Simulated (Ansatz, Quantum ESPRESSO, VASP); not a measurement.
## One structure in several programs: HgPPd₅ (P4/mmm, 7 atoms in the cell)

Self-consistent single point, at a second geometry (lattice scaled by 0.98). First geometry:

```yaml
crystal:
  lattice:
    - [4.01802, 0.00000, 0.00000]
    - [0.00000, 4.01802, 0.00000]
    - [0.00000, 0.00000, 7.18054]
  atoms:
    - { symbol: Hg, position: [0.50000, 0.50000, 0.00000] }
    - { symbol: P, position: [0.00000, 0.00000, 0.50000] }
    - { symbol: Pd, position: [0.00000, 0.50000, 0.30289] }
    - { symbol: Pd, position: [0.00000, 0.50000, 0.69711] }
    - { symbol: Pd, position: [0.50000, 0.00000, 0.30289] }
    - { symbol: Pd, position: [0.50000, 0.00000, 0.69711] }
    - { symbol: Pd, position: [0.00000, 0.00000, 0.00000] }
```

Shared settings, as Ansatz (a first-principles code) writes them: kpoints.mp_grid.grid = 5 5 3; scf.occupations.method = gaussian; scf.occupations.width = 0.1 eV. Potentials and cutoffs stand in the table.

```tsv
code	model	ΔF from the first geometry (meV/atom)	pressure (GPa)	largest force (eV/Å)	cutoff
Quantum ESPRESSO	PBEsol, GBRV 1.5 ultrasoft (PBESOL) pseudopotentials	-44.6	-2.76	0.041	40 Ry
VASP	PBEsol, VASP's PBE PAW potentials (set 64)	-45.0	-3.36	0.005	300 eV
Ansatz	PBEsol, PAW files made with PBE	-47.9	-3.43	0.021	420 eV
```

For VASP (by 0.5 GPa) the energy change implies a higher mean pressure, against the two pressures, than for the other programs: a sign of finite-basis (Pulay) stress.

On Ansatz's run: spin-orbit coupling is off. Spin polarisation is off; with an odd number of electrons in the cell that forces a metal, and a magnetic state may lie lower.

The spread over the programs that give each value: ΔF from the first geometry within 3.3 meV/atom; pressure within 0.67 GPa; largest force within 0.036 eV/Å.

Ansatz's pressure is given at a fixed set of plane waves, as the other plane-wave codes print theirs; with its correction for the finite basis it is -3.39 GPa.

VASP's run is marked for a possible Pulay error in its stress at this cutoff; no cutoff test was made.

The starting cell comes from a database of computed structures (which also holds hypothetical and non-ambient phases and stackings), without a prior relaxation at this level. Its lattice was rescaled by a random factor within 2.5 % of one. For this run, on top of that: lattice scaled by 0.98.

Left out of this page: GPAW, CP2K, Elk, FLEUR and SIESTA (not drawn, or without a comparable value).

Keys are those of Ansatz 0.2.
